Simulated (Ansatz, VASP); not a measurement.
**Cross-check of Mg3ZnSeS3 between VASP and Ansatz**

Aim: how closely do two programs agree when they are given the same cell, functional and k mesh? The cell is generated by rule, not measured, and may not be a known phase. The cell is taken from a series of runs on this material, whose earlier steps may have relaxed, scaled, displaced or heated it; both programs get it as it stands.

Program: Ansatz 0.2.0. Level of theory: plane waves, with VASP 6.6.1 beside it; relaxation of cell and atoms at PBEsol. Results are calculated unless marked as measured.

### 1. Set-up

Symmetry: Pmm2, No. 25, orthorhombic system. The conventional cell has a = 3.983 Å, b = 3.983 Å, c = 11.265 Å, α = 90.00°, β = 90.00°, γ = 90.00°. Mg has 2 S at 2.44 Å and 2 Se at 2.44 Å nearest. Nearest to Mg lie 4 S at 2.44 Å. Mg has 4 S at 2.44 Å nearest. Nearest to S lie 4 Mg at 2.44 Å. Nearest to S lie 2 Zn at 2.44 Å and 2 Mg at 2.44 Å. Farther neighbours and most contacts between anions are not listed.

### 2. Ansatz: relaxation of cell and atoms, PBEsol, pair 1

Ansatz runs on its default PAW (the set named soft_2) files.

The relaxed volume is the usual yardstick between codes: in a stiff, nearly cubic crystal its relative difference is about their pressure difference at one cell divided by the bulk modulus.

File input.yaml:

```yaml
crystal:
  lattice:
    - [2.81625, 2.81625, 0.0]
    - [-2.81625, 2.81625, 0.0]
    - [0.0, 0.0, 11.265]
  atoms:
    - { symbol: Mg, position: [0.5, 0.5, 0.25] }
    - { symbol: Mg, position: [0.0, 0.0, 0.5] }
    - { symbol: Mg, position: [0.5, 0.5, 0.75] }
    - { symbol: S, position: [0.0, 0.5, 0.375] }
    - { symbol: S, position: [0.5, 1.0, 0.625] }
    - { symbol: S, position: [0.0, 0.5, 0.875] }
    - { symbol: Se, position: [0.5, 1.0, 0.125] }
    - { symbol: Zn, position: [0.0, 0.0, 0.0] }
kpoints:
  mp_grid: { grid: [6, 6, 2] }
hamiltonian:
  xc: pbesol
scf:
  occupations: { method: gaussian, width: 0.1 }
output:
  forces: true
  stress: true
  eigenvalues: true
relax:
  adjacent_minimum: "off"
  f_tol: 0.05
  max_steps: 80
  cell: { stress_tol: 0.5 }
```

Launch:

```sh
$ ansatz run input.yaml --threads 8 --pin off --max-ram 14336MiB --backend cpu --events-out ev --progress --plain --runs-dir out
```

Numbers of over 12 decimals in the logs are rounded to 6 here.

The program printed:

```text
The last accepted step is kept in <dir> (removed where the run ends without a failure and the disk answers)
Engine: ansatz 0.2.0, x86_64-unknown-linux-gnu
Pseudopotentials: kind: paw
Pseudopotential: Mg, paw, valence charge 10, recommended cutoff 420 eV (normal), Mg.paw.azcp
Pseudopotential: S, paw, valence charge 6, recommended cutoff 420 eV (normal), S.paw.azcp
Pseudopotential: Se, paw, valence charge 16, recommended cutoff 420 eV (normal), Se.paw.azcp
Pseudopotential: Zn, paw, valence charge 12, recommended cutoff 420 eV (normal), Zn.paw.azcp
Functional definition: PBEsol
  exchange = pbesol_x
  correlation = pbesol_c
Crystal: 8 atoms, lattice volume = 178.691 Å³
Basis set: ecut = 420 eV, 3501 PW (Γ), exchange–correlation on 54×54×160 points (8 copies of the dense FFT grid, shifted against one another)
Bands: 46, of which v1, the nominal top of the filled ones, is band 38 counted from 1 (37 counted from 0)
Symmetry: 4 space group operations
Space group: Pmm2 (ITA 25), of the structure as read, at distance tolerance 5.6e-5 Å
k-points: 32 of 72
Non-local potential: Mg, projectors of the file, l = 0: 3, l = 1: 2, l = 2: 1
Non-local potential: S, projectors of the file, l = 0: 2, l = 1: 2, l = 2: 2
Non-local potential: Se, projectors of the file, l = 0: 2, l = 1: 2, l = 2: 3, l = 3: 1
Non-local potential: Zn, projectors of the file, l = 0: 2, l = 1: 2, l = 2: 3, l = 3: 1
PAW form: soft (Blöchl's): semilocal exchange-correlation on the pseudo side does not see the compensation charge
PAW frozen core: Mg, regenerated for the run's functional, and the local potential with it (the file was generated under x = pbe(κ = 0.804, μ = 0.219515), c = pbe(β = 0.066725))
PAW frozen core: S, regenerated for the run's functional, and the local potential with it (the file was generated under x = pbe(κ = 0.804, μ = 0.219515), c = pbe(β = 0.066725))
PAW frozen core: Se, regenerated for the run's functional, and the local potential with it (the file was generated under x = pbe(κ = 0.804, μ = 0.219515), c = pbe(β = 0.066725))
PAW frozen core: Zn, regenerated for the run's functional, and the local potential with it (the file was generated under x = pbe(κ = 0.804, μ = 0.219515), c = pbe(β = 0.066725))
PAW one-centre angular grid: Mg, 110 points (default); XC on 64 Gauss nodes
PAW one-centre angular grid: S, 110 points (default); XC on 64 Gauss nodes
PAW one-centre angular grid: Se, 590 points (default); XC on 64 Gauss nodes
PAW one-centre angular grid: Zn, 590 points (default); XC on 64 Gauss nodes
Initial density: superposition of atomic densities (neutral atoms: chi_scale 0, normalization atom), corrected by the library's trained network
Initial wavefunctions: pseudopotential atomic-orbital guess
Functional: x = pbesol(κ = 0.804, μ = 0.123457), c = pbesol(β = 0.046)
SCF iter   1: F=—  HF=-17105.479488 eV  |F-HF|=—  |Δ(HF+E_count)|=         —  Δρ=3.51e-3  dr2=3.28e-2  ethr=1.77e-3  ⟨swp⟩=8.0  Hψ=6453  notcnv=0
preconditioner: auto → Resta (q_TF=auto, 2.366 Å⁻¹)  ε∞=4.2  [insulator: Δε(μ)=2.598 eV  Ē_g=10.009 eV  σ=0.100 eV  W_gap=1.00  n_scr=48 (ndim 8)  ℏωp=18.0 eV  f_vac=0.040  D(μ)=0.00/eV (n_scr^D=0)  ε∞_Penn≈4.2]
SCF iter   2: F=—  HF=-17105.470721 eV  |F-HF|=—  |Δ(HF+E_count)|=   8.77e-3  Δρ=1.43e-3  dr2=6.16e-3  ethr=4.32e-5  ⟨swp⟩=2.0  Hψ=2239  notcnv=0
SCF iter   3: F=—  HF=-17105.469705 eV  |F-HF|=—  |Δ(HF+E_count)|=   1.02e-3  Δρ=8.08e-4  dr2=9.47e-4  ethr=8.11e-6  ⟨swp⟩=2.0  Hψ=1996  notcnv=0
SCF iter   4: F=—  HF=-17105.469451 eV  |F-HF|=—  |Δ(HF+E_count)|=   2.54e-4  Δρ=3.09e-4  dr2=1.77e-4  ethr=1.25e-6  ⟨swp⟩=2.0  Hψ=1907  notcnv=0
SCF iter   5: F=—  HF=-17105.469511 eV  |F-HF|=—  |Δ(HF+E_count)|=   6.02e-5  Δρ=7.46e-5  dr2=1.45e-5  ethr=2.33e-7  ⟨swp⟩=2.0  Hψ=2040  notcnv=0
SCF iter   6: F=—  HF=-17105.469519 eV  |F-HF|=—  |Δ(HF+E_count)|=   7.83e-6  Δρ=3.51e-5  dr2=2.12e-6  ethr=1.91e-8  ⟨swp⟩=2.0  Hψ=2492  notcnv=0
SCF iter   7: F=—  HF=-17105.469522 eV  |F-HF|=—  |Δ(HF+E_count)|=   2.72e-6  Δρ=8.83e-6  dr2=1.72e-7  ethr=2.79e-9  ⟨swp⟩=2.0  Hψ=2492  notcnv=0
SCF iter   8: F=-17105.469522 eV  HF=-17105.469522 eV  |F-HF|=1.13e-8  |Δ(HF+E_count)|=   2.80e-7  Δρ=2.60e-6  dr2=1.12e-8  ethr=1.32e-10  ⟨swp⟩=9.0  Hψ=6448  notcnv=0
SCF 1 converged in 8 iterations: F = -17105.469522 eV  dr2 = 1.12e-8
  greatest PAW one-centre occupation: 1.000 electrons in one spin orbital (limit 2), on the Mg atom at site 0 (counted from 0), in its partial waves of l = 0
relax step   1: F+E_penalty+E_count = -17105.46952180 eV  Δ(F+E_penalty+E_count) = +0.000e0 eV  max|allowed force component| = 9.572e-1 eV/Å  Δτ_max = 0.0000 Å  P = +0.649 GPa  Ω = 178.691 Å³  (8 SCF iters, dr2 threshold 1.00e-7 eV, accepted)
[...]
relax step   2: F+E_penalty+E_count = -17105.59177570 eV  Δ(F+E_penalty+E_count) = -1.223e-1 eV  max|allowed force component| = 1.863e-1 eV/Å  Δτ_max = 0.1081 Å  P = +0.022 GPa  Ω = 180.096 Å³  energy of the carried Pulay correction = -1.454e-4 eV  (7 SCF iters, dr2 threshold 8.00e-7 eV, accepted)
[...]
relax step   3: F+E_penalty+E_count = -17105.59763397 eV  Δ(F+E_penalty+E_count) = -5.858e-3 eV  max|allowed force component| = 2.231e-2 eV/Å  Δτ_max = 0.0248 Å  P = +0.019 GPa  Ω = 180.079 Å³  energy of the carried Pulay correction = -1.437e-4 eV  (6 SCF iters, dr2 threshold 8.00e-7 eV, accepted)
[...]
relax step   4: F+E_penalty+E_count = -17105.59778765 eV  Δ(F+E_penalty+E_count) = -1.537e-4 eV  max|allowed force component| = 2.203e-2 eV/Å  Δτ_max = 0.0000 Å  P = +0.020 GPa  Ω = 180.079 Å³  stress off target by 5.87e-2 GPa  SCF on the basis re-selected at this cell (its energy is not comparable with the rows above)  (5 SCF iters)
basis re-selected at this cell: Δ(F+E_penalty+E_count) = -1.537e-4 eV, ΔP = +0.001 GPa vs the last step (what re-selecting the basis moved, of the pressure what is left beyond the Pulay correction that the steps carried, after the strain that the cell walked since its last selection, with what the two solves' SCF thresholds leave and, on support functions, any second-order correction that the steps lacked; it is no m [...]
SCF converged after 5 iterations
Free energy (F): -17105.597788 eV
Harris-Foulkes:  -17105.597788 eV  (|F-HF|=5.95e-8)
Internal energy: -17105.597788 eV  (E = F + TS)
E sigma→0 (E₀):  -17105.597788 eV
Fermi energy:    5.557848 eV
--- Per-component energies (eV) ---
  E_band       = -1505.106421
  E_kinetic    = 801.779986
  E_local      = -11019.181264  (includes V_loc(G=0)·N_el)
  E_nonlocal   = 395.931516
  E_hartree    = 4558.323997
  E_xc         = -615.747224
  E_vxc        = -527.408136  (∫ρ·V_xc dr)
  E_paw        = -6254.860523  (= ΣΔE_a)
  E_vpaw       = -272.876796  (= ΣTr[D̂ρ^β])
  E_aug_tail   = -0.000942  (compensation charges beyond the density's cutoff)
  E_ewald      = -4974.011576
  E_core_change = 2.168240  (= ΣΔE_core)
  E_smearing   = -0.000000  (= −TS)
  E_closure    = -0.000000  (closes the sum)
  Σ components = -17105.597788   (vs F -17105.597788, Δ=0.00e0)
--- Forces (eV/Å), atoms counted from 1 ---
  atom   1  Mg    -0.00000000     0.00000000    -0.00207839
  atom   2  Mg     0.00000000    -0.00000000     0.00105475
  atom   3  Mg    -0.00000000     0.00000000    -0.00980505
  atom   4  S     -0.00000000     0.00000000    -0.00170062
  atom   5  S      0.00000000    -0.00000000     0.00109439
  atom   6  S      0.00000000    -0.00000000     0.00333010
  atom   7  Se     0.00000000    -0.00000000     0.02202776
  atom   8  Zn    -0.00000000     0.00000000    -0.01395655
  max |Σ_I F_I| component: 3.36e-5 eV/Å
--- Stress (GPa, compression-positive) ---
        0.000489       0.035501       0.000000
        0.035501       0.000489      -0.000000
        0.000000      -0.000000       0.058727
  P = ⅓ Tr σ = 0.0199 GPa (0.199 kbar)
--- Band table (eV; the first three rows and the last of 32) ---
  k-point 0: bands = [... 34 lower, 3.3666, 4.1243, 4.3008, 4.3557, 6.7596, 7.5240, 8.6332, 8.7533, ... 4 higher]
  k-point 1: bands = [... 34 lower, 3.5180, 3.5780, 4.2600, 4.3136, 7.5095, 7.8898, 7.9835, 8.0957, ... 4 higher]
  k-point 2: bands = [... 34 lower, 3.3733, 3.6724, 3.9654, 4.2771, 7.6350, 8.0235, 8.8320, 9.1439, ... 4 higher]
  k-point 31: bands = [... 34 lower, 2.4741, 2.4899, 2.5652, 2.6346, 7.9515, 8.0834, 8.4990, 8.6326, ... 4 higher]
--- Relaxed structure (3 steps of the walk, 3 accepted, 1 SCFs on fresh bases) ---
  F+E_penalty+E_count = -17105.59778765 eV   max|allowed force component| = 2.203e-2 eV/Å   (the final SCF, on the basis selected at the relaxed cell)
  cell:  # Å, volume = 180.0792 Å³
    - [2.830429, 2.830429, 0]
    - [-2.813941, 2.813941, 0]
    - [0, 0, 11.304893]
  atoms:
    - { symbol: Mg, position: [0.500000, 0.5, 0.253192] }
    - { symbol: Mg, position: [0, 0, 0.504262] }
    - { symbol: Mg, position: [0.500000, 0.5, 0.754413] }
    - { symbol: S, position: [0, 0.5, 0.378076] }
    - { symbol: S, position: [0.5, 1.0, 0.628557] }
    - { symbol: S, position: [0, 0.5, 0.878236] }
    - { symbol: Se, position: [0.5, 1.0, 0.113204] }
    - { symbol: Zn, position: [0, 0, -0.0099421] }
```

[end of part 1 of 2]

[Lines on the potential files, build, host, timing and source positions are cut from VASP's logs without a mark.]

[Logs are printed without paths, hosts, clocks, repeated set-up lines and the standing remarks that a program may print on its own settings, such as how far it seeks lower states.]

[Hosts, paths, dates, database ids (printed as entryN), source tags and the programs' standing remarks are cut or masked in the printed files.]
